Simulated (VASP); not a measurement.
Here is a VASP 6.6.1 calculation.

The input INCAR:

```
SYSTEM = MgH4Cl2O2
  ALGO = Normal
  EDIFF = 1E-6
  ENCUT = 520
  GGA = PE
  ISIF = 2
  ISMEAR = 1
  LASPH = .TRUE.
  LCHARG = .TRUE.
  LELF = .TRUE.
  LREAL = .FALSE.
  LVHAR = .TRUE.
  LWAVE = .FALSE.
  NBANDS = 26
  NELM = 100
  PREC = Accurate
  SIGMA = 0.15
```

File KPOINTS:

```
Automatic mesh
0
Gamma
  4 3 3
  0.5 0.5 0.5
```

POSCAR

```
MgH4Cl2O2
1.0
    3.9694280000     -0.3003510000     -0.2025130000
    0.3525660000      5.0125460000      0.1397220000
    0.3220740000     -0.3555210000      5.9185760000
Mg Cl O H
1 2 2 4
Direct
    0.3303086407      0.9715880426      0.0145454868
    0.8149244931      0.3056362485      0.3029395409
    0.7071780468      0.8213963706      0.5089613792
    0.8071542005      0.1969342984      0.7523090292
    0.8026371213      0.5788299036      0.8899352107
    0.3137980388      0.5170625412      0.4303408742
    0.0648736952      0.4290743948      0.5821379389
    0.4125423596      0.3974200819      0.7196141204
    0.3668633552      0.1485375394      0.3818409422
```

Potentials or basis: VASP PAW PBE potentials, release 64 (Mg, Cl, O, H).

Run with:

```sh
$ cat potpaw_PBE.64/Mg/POTCAR potpaw_PBE.64/Cl/POTCAR potpaw_PBE.64/O/POTCAR potpaw_PBE.64/H/POTCAR > POTCAR
$ mpirun -np 1 vasp_std > vasp.out
```

Predict the band gap on the k mesh.

none (metal or under the smearing width).

Predict the pressure.

-9.4 GPa.

Stress tensor (GPa, compression positive):
```
-17.74   1.41  -0.18
  1.41  -5.04  -2.42
 -0.18  -2.42  -5.39
```

Caveat: the k mesh is coarse (spacing up to 0.42 Å⁻¹), so the values aren't converged.
